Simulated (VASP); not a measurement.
# Sr2NiWO6 with r2SCAN: from relaxation to properties, part 5 of 7

Wanted: the relaxed cell of Sr2NiWO6 and its properties. The start is a cell from a database of measured crystal structures.

VASP 6.6.1, plane waves and PAW; the level of theory is named at each step.

Still holding for the runs below: The magnetic state follows from one typed start and may not be the lowest. Experiment finds antiferromagnetic order in this phase (a transition is listed at 56 K, arxiv:2303.14370), so this ferromagnetic run describes another state. The valence top and the conduction bottom belong to opposite spins.

So far, gap on the k-mesh (eV): step 3 (relaxing cell and atoms (r2SCAN)) 2.18.

## (6) Density of states (r2SCAN)

Level of this step: r2SCAN, spin-polarised from a ferromagnetic start; plane waves and PAW (Sr_sv, Ni, W, O) (VASP).

Here the states are counted by energy and projected on the atoms. The mesh is finer than in the run before.

File INCAR:

```
SYSTEM = Sr2NiWO6
PREC = Accurate
ENCUT = 520
EDIFF = 1E-06
NELM = 100
ISMEAR = -5
SIGMA = 0.05
LREAL = .FALSE.
ALGO = Normal
METAGGA = R2SCAN
LASPH = .TRUE.
NBANDS = 67
ISPIN = 2
MAGMOM = -0.002 -0.002 1.685 0.064 0.046 0.046 0.046 0.046 0.045 0.045
LMAXMIX = 4
LORBIT = 11
LWAVE = .FALSE.
LCHARG = .FALSE.
KPAR = 8
NEDOS = 2001
```

File POSCAR:

```
Sr2NiWO6
1.0
   -2.7750362826      2.7750388521      3.9742880162
    2.7750362826     -2.7750388521      3.9742880162
    2.7750388521      2.7750362826     -3.9742880162
Sr Ni W O
2 1 1 6
Direct
    0.7500000000      0.2500000000      0.5000000000
    0.2500000000      0.7500000000      0.5000000000
    0.0000000000      0.0000000000      0.0000000000
    0.5000000000      0.5000000000      0.0000000000
    0.2241369928      0.2914338586      0.5155708514
    0.2914338586      0.7758630072      0.0672968658
    0.7758630072      0.7085661414      0.4844291486
    0.7085661414      0.2241369928      0.9327031342
    0.2580131857      0.2580131857      0.0000000000
    0.7419868143      0.7419868143      0.0000000000
```

File KPOINTS:

```
Automatic mesh
0
Gamma
9 9 9
0 0 0
```

PAW data sets: Sr_sv, Ni, W and O (PBE family, release 64).

The run is started by

```console
$ mpirun -np 8 vasp_std
```

The program printed:

```text
[... set-up lines as in an earlier step ...]
 entering main loop
       N       E                     dE             d eps       ncg     rms          rms(c)
DAV:   1     0.519622051960E+03    0.51962E+03   -0.33362E+04 28148   0.112E+03
DAV:   2    -0.121398182216E+03   -0.64102E+03   -0.58635E+03 30242   0.327E+02
DAV:   3    -0.186890127039E+03   -0.65492E+02   -0.62423E+02 34373   0.107E+02
DAV:   4    -0.190684603455E+03   -0.37945E+01   -0.37271E+01 44680   0.193E+01
DAV:   5    -0.190748904782E+03   -0.64301E-01   -0.64028E-01 36181   0.259E+00    0.609E+01
DAV:   6    -0.156932377920E+03    0.33817E+02   -0.72663E+01 40138   0.523E+01    0.371E+01
DAV:   7    -0.155125345650E+03    0.18070E+01   -0.16568E+01 35486   0.587E+01    0.208E+01
DAV:   8    -0.155593441787E+03   -0.46810E+00   -0.35308E+00 38614   0.930E+00    0.133E+01
DAV:   9    -0.155617055099E+03   -0.23613E-01   -0.31474E-01 39931   0.407E+00    0.318E+00
DAV:  10    -0.155619840653E+03   -0.27856E-02   -0.92011E-02 38681   0.298E+00    0.129E+00
DAV:  11    -0.155623191310E+03   -0.33507E-02   -0.14566E-02 39439   0.107E+00    0.722E-01
DAV:  12    -0.155623325805E+03   -0.13450E-03   -0.16605E-03 34656   0.261E-01    0.362E-01
DAV:  13    -0.155623630074E+03   -0.30427E-03   -0.51773E-04 35713   0.234E-01    0.103E-01
DAV:  14    -0.155623657317E+03   -0.27242E-04   -0.10112E-04 35414   0.552E-02    0.350E-02
DAV:  15    -0.155623659347E+03   -0.20303E-05   -0.65721E-06 37443   0.190E-02    0.115E-02
DAV:  16    -0.155623657946E+03    0.14010E-05   -0.20504E-06 27079   0.165E-02    0.578E-03
DAV:  17    -0.155623657475E+03    0.47047E-06   -0.71506E-07 16511   0.613E-03
   1 F= -.15562366E+03 E0= -.15562366E+03  d E =0.000000E+00  mag=     2.0000
```

Run time: 18 min. Hardware: 8 MPI ranks of Intel Xeon Platinum 8259CL at 2.50GHz (Skylake/Cascade Lake), shared host; peak memory 9.9 GiB.

OUTCAR, selected parts (step 6):

```text
   k-points           NKPTS =    105   k-points in BZ     NKDIM =    105   number of bands    NBANDS=     67

   NELECT =      72.0000    total number of electrons

 E-fermi :   3.7285

 k-point     2 :       0.1111    0.0000    0.0000
  band No.  band energies     occupation
    ...
     33       2.3968      1.00000
     34       2.6273      1.00000
     35       2.6992      1.00000
     36       2.7325      1.00000
     37       2.8022      1.00000
     38       6.5468      0.00000
     39       6.5618      0.00000
     40       6.6603      0.00000
     41       9.0611      0.00000
     42       9.5299      0.00000
    ...

  Total       -0.0138488     -0.0138488     -0.0701424     -0.0000037      0.0000000     -0.0000000
  in kB       -0.1812447     -0.1812447     -0.9179822     -0.0000484      0.0000000     -0.0000000
  external PRESSURE =      -0.4268239 kB  Pullay stress =       0.0000000 kB

 POSITION                                       TOTAL-FORCE (eV/Angst)
 -----------------------------------------------------------------------------------
      0.00000      2.77504      1.98714         0.000000     -0.000000      0.000000
      2.77504     -0.00000      1.98714         0.000000     -0.000000      0.000000
      0.00000      0.00000      0.00000         0.000000     -0.000000      0.000000
      0.00000      0.00000      3.97429         0.000000     -0.000000      0.000000
      1.61748      1.24398      0.00000         0.004523      0.002313     -0.000000
      1.53106     -1.15756      3.97429        -0.002313      0.004523      0.000000
      1.15756      1.53106      3.97429        -0.004523     -0.002313      0.000000
      1.24398      3.93259      0.00000         0.002313     -0.004523      0.000000
      0.00000      0.00000      2.05084         0.000000     -0.000000      0.001769
      0.00000      0.00000      5.89774         0.000000     -0.000000     -0.001769
 -----------------------------------------------------------------------------------
    total drift:                                0.000000      0.000000      0.000000

  FREE ENERGIE OF THE ION-ELECTRON SYSTEM (eV)
  ---------------------------------------------------
  free  energy   TOTEN  =      -155.6236574754 eV

  energy  without entropy=     -155.6236574754  energy(sigma->0) =     -155.62365748

[... 10 parts as in an earlier step ...]

[... 13 further parts left out ...]
```

Numbers from this step:

```yaml
irreducible_k_points: 105
free_energy_toten: -155.6237 eV
fermi_energy: 3.728 eV
pressure: -0.04268 GPa
valence_top_at_k: 0.4444, 0, 0
conduction_bottom_at_k: -0.4444, -0.4444, 0.4444
least_direct_gap_at_k: -0.4444, -0.4444, 0.4444
gap_on_the_k_mesh: 2.210 eV
least_direct_gap_on_the_k_mesh: 2.329 eV
```

The density of states has structure finer than the step of the table below, so its rows give means over 0.5 eV, whole bins alone (the curve runs from -12.0 to 6.82 eV). Peaks (eV: height): total down -5.61: 10.1, -4.80: 6.97, -0.33: 6.17, 3.33: 6.83; total up -1.50: 7.05, -1.23: 7.11, -1.05: 8.60, 2.88: 7.29; O p up -5.79: 2.63, -2.12: 3.17, -1.50: 3.28, -1.05: 3.80; O p down -5.61: 4.83, -3.73: 3.00, -1.85: 3.92, -1.32: 3.18; Ni d up -3.37: 1.07, -1.50: 2.25, -1.23: 3.15, -1.05: 3.26.

States under -12.0 eV and over 6.8 eV are left out. Table of density of states by energy, zero at the valence-band top; means over each step; 7 of 22 lines; values in states/eV/cell:

```
energy (eV)  total down  total up   O p up  O p down  Ni d up  Ni d down   W d up
       -7.5           0         0        0         0        0          0        0
       -7.0      0.0366     0.312    0.145    0.0169  0.00565     4.7e-5   0.0972
       -6.5        1.13      1.54    0.715     0.532   0.0905    0.00720    0.375
       -6.0       0.956      3.53     1.57     0.453    0.506     0.0123    0.803
       -5.5        4.69      2.37     1.00      2.18    0.147      0.159    0.467
       -5.0        4.28      4.38     1.80      1.85    0.312      0.103     1.03
       -4.5        1.44      2.84     1.23     0.662    0.616     0.0318    0.178
       -4.0        2.06      2.87     1.43      1.12    0.368     0.0996   0.0409
       -3.5        4.14      3.08     1.30      2.19    0.796      0.463   0.0510
       -3.0        3.47      2.49     1.22      1.83    0.444      0.462   0.0673
       -2.5        3.07      4.33     2.34      1.80    0.593      0.217   0.0910
       -2.0        5.29      4.62     2.58      3.36    0.673      0.307   0.0828
       -1.5        3.94      4.75     2.22      2.64     1.49      0.192   0.0555
       -1.0        1.92      5.79     2.36      1.08     2.45      0.405   0.0615
       -0.5        4.18      2.21    0.926     0.750    0.937       3.02   0.0407
        0.0        1.41     0.878    0.390     0.312    0.346      0.970  0.00660
        0.5           0         0        0         0        0          0        0
        1.0           0         0        0         0        0          0        0
        1.5           0         0        0         0        0          0        0
        2.0      0.0123         0        0    7.4e-4        0    0.00668        0
        2.5        1.35     0.286   0.0447     0.128  0.00841      0.677    0.183
        3.0        5.73      4.66    0.946     0.933   0.0570       1.57     2.93
        3.5        2.91      1.05    0.269     0.577  0.00213       1.03    0.657
        4.0      5.2e-4         0        0         0        0          0        0
        4.5           0         0        0         0        0          0        0
        5.0     0.00126   0.00149   1.6e-5    1.2e-5        0          0        0
        5.5       0.101     0.106  0.00320   0.00307        0     2.7e-5   1.5e-4
        6.0       0.338     0.380   0.0198    0.0176   1.6e-4     1.3e-4   0.0135
        6.5        1.08      1.42   0.0999    0.0725  0.00264    0.00361    0.224
```

The gap on this mesh is 2.21 eV. In the top eV of the valence band the largest shares in the PAW spheres are Ni d 58 % and O p 30 %. The rest lies in smaller channels or between the spheres.

## (7) Volume scan with r2SCAN

An equation of state needs energies on both sides of the minimum, all on one mesh and cutoff.

Changes to INCAR since step 6:

```diff
@@ -5,3 +5,3 @@
 NELM = 100
-ISMEAR = -5
+ISMEAR = 0
 SIGMA = 0.05
@@ -11,3 +11,3 @@
 LASPH = .TRUE.
-NBANDS = 67
+NBANDS = 53
 ISPIN = 2
@@ -19,2 +19,2 @@
 KPAR = 8
-NEDOS = 2001
+ISIF = 2
```

Changes to POSCAR since step 6:

```diff
@@ -2,5 +2,5 @@
 1.0
-   -2.7750362826      2.7750388521      3.9742880162
-    2.7750362826     -2.7750388521      3.9742880162
-    2.7750388521      2.7750362826     -3.9742880162
+   -2.7183869936      2.7183895107      3.8931573327
+    2.7183869936     -2.7183895107      3.8931573327
+    2.7183895107      2.7183869936     -3.8931573327
 Sr Ni W O
```

File KPOINTS:

```
Automatic mesh
0
Gamma
6 6 6
0 0 0
```

The run is started by

```console
$ mpirun -np 8 vasp_std
```

The program printed:

```text
[... set-up lines as in an earlier step ...]
 entering main loop
       N       E                     dE             d eps       ncg     rms          rms(c)
DAV:   1     0.574029126590E+03    0.57403E+03   -0.35540E+04  7632   0.144E+03
DAV:   2    -0.110785812370E+03   -0.68481E+03   -0.63364E+03  8293   0.399E+02
DAV:   3    -0.185627078355E+03   -0.74841E+02   -0.72522E+02  9460   0.139E+02
DAV:   4    -0.189864968308E+03   -0.42379E+01   -0.41969E+01 12456   0.262E+01
DAV:   5    -0.189983482542E+03   -0.11851E+00   -0.11814E+00 10819   0.376E+00    0.689E+01
DAV:   6    -0.156542946373E+03    0.33441E+02   -0.10468E+02 10954   0.675E+01    0.401E+01
DAV:   7    -0.154703985411E+03    0.18390E+01   -0.20219E+01  9942   0.801E+01    0.231E+01
DAV:   8    -0.155284585231E+03   -0.58060E+00   -0.51849E+00 11271   0.130E+01    0.145E+01
DAV:   9    -0.155312004787E+03   -0.27420E-01   -0.42941E-01 11255   0.500E+00    0.334E+00
DAV:  10    -0.155311783088E+03    0.22170E-03   -0.10721E-01 10780   0.363E+00    0.107E+00
DAV:  11    -0.155314965351E+03   -0.31823E-02   -0.17094E-02 11031   0.126E+00    0.496E-01
DAV:  12    -0.155315246777E+03   -0.28143E-03   -0.23007E-03 10419   0.284E-01    0.274E-01
DAV:  13    -0.155315358925E+03   -0.11215E-03   -0.51533E-04 11156   0.221E-01    0.974E-02
DAV:  14    -0.155315401655E+03   -0.42730E-04   -0.92806E-05 10348   0.642E-02    0.337E-02
DAV:  15    -0.155315403151E+03   -0.14955E-05   -0.62829E-06  9676   0.249E-02    0.951E-03
DAV:  16    -0.155315401898E+03    0.12532E-05   -0.16630E-06  6459   0.138E-02    0.538E-03
DAV:  17    -0.155315402053E+03   -0.15511E-06   -0.74627E-07  4856   0.562E-03
   1 F= -.15531540E+03 E0= -.15531540E+03  d E =-.265842E-11  mag=     2.0000
```

Run time: 5.1 min. Hardware: 8 MPI ranks; peak memory 4.7 GiB; 41 min of CPU time.

From OUTCAR (step 7):

```text
   k-points           NKPTS =     36   k-points in BZ     NKDIM =     36   number of bands    NBANDS=     53

   ENCUT  =  520.0 eV  38.22 Ry    6.18 a.u.  10.17 10.17 10.17*2*pi/ulx,y,z

   NELECT =      72.0000    total number of electrons

 E-fermi :   4.7623

 spin component 1
 k-point     1 :       0.0000    0.0000    0.0000
  band No.  band energies     occupation
    ...
     33       2.7603      1.00000
     34       2.8314      1.00000
     35       3.2603      1.00000
     36       3.2603      1.00000
     37       3.2621      1.00000
     38       7.3622      0.00000
     39       7.3622      0.00000
     40       7.4881      0.00000
     41       9.4602      0.00000
     42      10.1499      0.00000
    ...

 k-point     2 :       0.1667    0.0000   -0.0000
  band No.  band energies     occupation
    ...
     33       2.8982      1.00000
     34       3.1097      1.00000
     35       3.1616      1.00000
     36       3.5750      1.00000
     37       3.6566      1.00000
     38       7.3794      0.00000
     39       7.4084      0.00000
     40       7.5154      0.00000
     41       9.8111      0.00000
     42      10.4590      0.00000
    ...

  Total        9.8361937      9.8361937     10.0522613      0.0000245      0.0000000      0.0000000
  in kB      136.9470687    136.9470687    139.9553278      0.0003416      0.0000000      0.0000000
  external PRESSURE =     137.9498217 kB  Pullay stress =       0.0000000 kB

 POSITION                                       TOTAL-FORCE (eV/Angst)
 -----------------------------------------------------------------------------------
      0.00000      2.71839      1.94658        -0.000000     -0.000000      0.000000
      2.71839     -0.00000      1.94658        -0.000000     -0.000000      0.000000
      0.00000      0.00000      0.00000        -0.000000     -0.000000      0.000000
      0.00000      0.00000      3.89316        -0.000000     -0.000000      0.000000
      1.58446      1.21858      0.00000        -0.598115     -0.739819     -0.000000
      1.49980     -1.13393      3.89316         0.739819     -0.598115      0.000000
      1.13393      1.49980      3.89316         0.598115      0.739819      0.000000
      1.21858      3.85232      0.00000        -0.739819      0.598115      0.000000
      0.00000      0.00000      2.00897        -0.000000     -0.000000     -0.960053
      0.00000      0.00000      5.77734        -0.000000     -0.000000      0.960053
 -----------------------------------------------------------------------------------
    total drift:                                0.000000      0.000000      0.000000

  FREE ENERGIE OF THE ION-ELECTRON SYSTEM (eV)
  ---------------------------------------------------
  free  energy   TOTEN  =      -155.3154020528 eV

  energy  without entropy=     -155.3154020528  energy(sigma->0) =     -155.31540205

 magnetization (x)
# of ion       s       p       d       tot
------------------------------------------
    1       -0.000  -0.000  -0.002  -0.002
    2       -0.000  -0.000  -0.002  -0.002
    3        0.005   0.003   1.662   1.671
    4        0.013   0.026   0.027   0.067
    5        0.007   0.041   0.000   0.048
    6        0.007   0.041   0.000   0.048
    7        0.007   0.041   0.000   0.048
    8        0.007   0.041   0.000   0.048
    9        0.007   0.040   0.000   0.047
   10        0.007   0.040   0.000   0.047
--------------------------------------------------
tot          0.059   0.275   1.687   2.020

[... 2 parts as in an earlier step ...]

[... 18 further parts left out ...]
```

The scan keeps the cell's shape and the fractional positions fixed.

This step gave:

```yaml
bands: 53
irreducible_k_points: 36
free_energy_toten: -155.3154 eV
fermi_energy: 4.762 eV
pressure: 13.79 GPa
valence_top_at_k: 0.5, 0, 0
conduction_bottom_at_k: 0.5, 0.5, 0.5
least_direct_gap_at_k: 0.5, 0.5, 0.5
gap_on_the_k_mesh: 2.132 eV
least_direct_gap_on_the_k_mesh: 2.38 eV
```

Force by atom:

```
atom  x (eV/Å)  y (eV/Å)  z (eV/Å)   size
 Sr1     0.000     0.000     0.000  0.000
 Sr2     0.000     0.000     0.000  0.000
 Ni3     0.000     0.000     0.000  0.000
  W4     0.000     0.000     0.000  0.000
  O5    -0.598    -0.740     0.000  0.951
  O6     0.740    -0.598     0.000  0.951
  O7     0.598     0.740     0.000  0.951
  O8    -0.740     0.598     0.000  0.951
  O9     0.000     0.000    -0.960  0.960
 O10     0.000     0.000     0.960  0.960
```

The pressure here is 13.79 GPa.

(Part 5 of 7 ends here.)

[Lines on the potential files, build, host, timing and source positions are cut from VASP's logs without a mark.]

[Logs are printed without paths, hosts, clocks, repeated set-up lines and the standing remarks that a program may print on its own settings, such as how far it seeks lower states.]

[Hosts, paths, dates, database ids (printed as entryN), source tags and the programs' standing remarks are cut or masked in the printed files.]

[A measured line is paired with the nearest computed mode of its activity, which favours agreement.]

[In band tables of VASP the shares of atoms and orbitals are scaled to a sum of 1 inside the atoms' spheres.]
